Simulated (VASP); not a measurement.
# SiH₃Cl, NMR shieldings and orbital susceptibility: which settings are enough?

SiH₃Cl, molecule in box, 5 atoms in the cell. PBE, GIPAW shieldings; PAW potentials Si, Cl, H (PBE set). VASP 6.6.1.

Wanted: isotropic shielding within 1 ppm; span within 2 ppm.

Isolated molecule: yes.

POSCAR:
```
SiH3Cl
1.0
   10.7900000000      0.0000000000      0.0000000000
    0.0000000000     10.0800000000      0.0000000000
    0.0000000000      0.0000000000     10.3900000000
Si Cl H
1 1 3
Direct
    0.4484986080      0.4567212262      0.5083734360
    0.6292493031      0.4039335357      0.5430991376
    0.3707506969      0.4064335357      0.6152069297
    0.4093234458      0.3967708333      0.3847930703
    0.4411955459      0.6032291667      0.5012704524
```

The series start from ENCUT (eV): 400; Vacuum around the molecule (Å): 8; EDIFF (eV): 1e-8; PREC: Accurate; Projectors: LREAL = F, NLSPLINE = T; LNMR_SYM_RED: yes; ALGO: Normal. Each series keeps the choices made before it, and each single choice may use up half of a tolerance.

## ENCUT (eV)

| ENCUT (eV) | Isotropic shielding, largest deviation (ppm) | Span, largest deviation (ppm) | Time (s) |
|---|---|---|---|
| 300 | 0.9 | 1.3 | 172 |
| 350 | 1.2 | 0.7 | 235 |
| 400 | 0.7 | 0.2 | 292 |
| 450 | 0.3 | 0.1 | 292 |
| 550 | 0.1 | 0.0 | 282 |
| 650 (reference) | 0.0 | 0.0 | 678 |

Chosen: 450, the loosest value from which every tighter one stays within half of the tolerance.

## Vacuum around the molecule (Å)

| Vacuum around the molecule (Å) | Isotropic shielding, largest deviation (ppm) | Span, largest deviation (ppm) | Time (s) |
|---|---|---|---|
| 6 | 5.5 | 16.3 | 61 |
| 8 | 0.4 | 0.7 | 292 |
| 10 | 0.1 | 0.1 | 457 |
| 12 (reference) | 0.0 | 0.0 | 792 |

Chosen: 8.

## EDIFF (eV)

| EDIFF (eV) | Isotropic shielding, largest deviation (ppm) | Span, largest deviation (ppm) | Time (s) |
|---|---|---|---|
| 0.0001 | 6.8 | 3.8 | 120 |
| 1e-5 | 0.5 | 1.6 | 133 |
| 1e-6 | 0.3 | 0.8 | 205 |
| 1e-7 | 0.2 | 0.3 | 238 |
| 1e-8 | 0.1 | 0.2 | 292 |
| 1e-9 (reference) | 0.0 | 0.0 | 276 |

Chosen: 1e-6.

## PREC

| PREC | Isotropic shielding, largest deviation (ppm) | Span, largest deviation (ppm) | Time (s) |
|---|---|---|---|
| Accurate | 0.0 | 0.0 | 205 |
| Normal | 0.0 | 0.0 | 95 |

Chosen: Normal, the fastest of those that stay within half of the tolerance.

## Projectors

| Projectors | Isotropic shielding, largest deviation (ppm) | Span, largest deviation (ppm) | Time (s) |
|---|---|---|---|
| LREAL = F, NLSPLINE = T | 0.0 | 0.0 | 95 |
| LREAL = Auto | 0.0 | 0.0 | 94 |
| LREAL = F, NLSPLINE = F | 0.0 | 0.0 | 95 |

Chosen: LREAL = F, NLSPLINE = T; no other choice that stays within half of the tolerance saves 30 % of the time.

## LNMR_SYM_RED

| LNMR_SYM_RED | Isotropic shielding, largest deviation (ppm) | Span, largest deviation (ppm) | Time (s) |
|---|---|---|---|
| yes | 0.0 | 0.0 | 95 |
| no | 0.0 | 0.0 | 88 |

Chosen: yes.

## ALGO

| ALGO | Isotropic shielding, largest deviation (ppm) | Span, largest deviation (ppm) | Time (s) |
|---|---|---|---|
| Normal | 0.0 | 0.0 | 95 |
| Fast | 0.0 | 0.0 | 79 |
| All | 0.0 | 0.0 | 99 |

Chosen: Fast; it saves 15.9 s of 95, so Normal would do nearly as well.

The choices weren't compared together with a run at all the tightest settings, so their joint error isn't shown.

## The input

INCAR:
```
SYSTEM = SiH3Cl
GGA = PE
PREC = Normal
ENCUT = 450
EDIFF = 1E-6
LREAL = .False.
LASPH = .True.
ALGO = Fast
NELM = 120
LWAVE = .False.
LCHARG = .False.
LCHIMAG = .True.
LNMR_SYM_RED = .True.
NLSPLINE = .True.
ISMEAR = 0
SIGMA = 0.01
```

KPOINTS:
```
k-points
0
Gamma
  1 1 1
```

Commands:
```
cat potpaw_PBE.64/Si/POTCAR potpaw_PBE.64/Cl/POTCAR potpaw_PBE.64/H/POTCAR > POTCAR
mpirun -np 4 vasp_std > vasp.out
```

The chosen input took VASP 6.6.1 79 s on 4 cores (AMD EPYC 7R43 (Zen 3)), a shared host.

## An input that fails: exact exchange with linear-response shieldings

VASP's message: LCHIMAG=.TRUE. is not yet implemented for hybrid functionals (LHFCALC=.TRUE.). Please set LHFCALC=.FALSE. to use LCHIMAG.

Changes against the starting input:
```
- NELM = 120
+ NELM = 60
+ LHFCALC = True
+ HFSCREEN = 0.2
(KPOINTS)
-k-points
+Automatic mesh
+  0 0 0
```
